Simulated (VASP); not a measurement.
Method: PBE GGA, VASP's PBE PAW potentials (set 64) (plane waves; VASP).

A VASP calculation is set up with these files.

File KPOINTS:
```
Automatic
0
gamma
  10 10 10
```

**INCAR**
```
SYSTEM = Eu
PREC = Accurate
ENCUT = 600
EDIFF = 1E-6
NELM = 100
ALGO = Normal
LREAL = .FALSE.
LASPH = .TRUE.
ISMEAR = 1
SIGMA = 0.1
GGA = PE
LMAXMIX = 6
LWAVE = .FALSE.
LCHARG = .FALSE.
ISIF = 2
```

### POSCAR
```
Eu
1
   -2.2900000000     2.2900000000     2.2900000000
    2.2900000000    -2.2900000000     2.2900000000
    2.2900000000     2.2900000000    -2.2900000000
Eu
1
Direct
  0.0000000000   0.0000000000   0.0000000000
```

POTCAR, in this order: Eu_2 (PBE.64 set). Program: vasp_std.

Problem. What will the output report for the number of irreducible k-points (NKPTS), number of bands (NBANDS), largest plane-wave count, number of space-group operations, FFT grid (NGX, NGY, NGZ)?

Solution. 
```
Property                                      Result
--------------------------------------  ------------
number of irreducible k-points (NKPTS)            47
number of bands (NBANDS)                           8
largest plane-wave count                        1638
number of space-group operations                  48
FFT grid (NGX, NGY, NGZ)                32 × 32 × 32
```

The compound is Eu in the bcc structure. The cell was not relaxed at this level. The run is one of a series of settings (ENCUT = 600 against the base run), some of them coarse on purpose. The 4f electrons are frozen in the core of the lanthanide potential, so 4f levels, which can set the real gap, and their magnetism are missing.
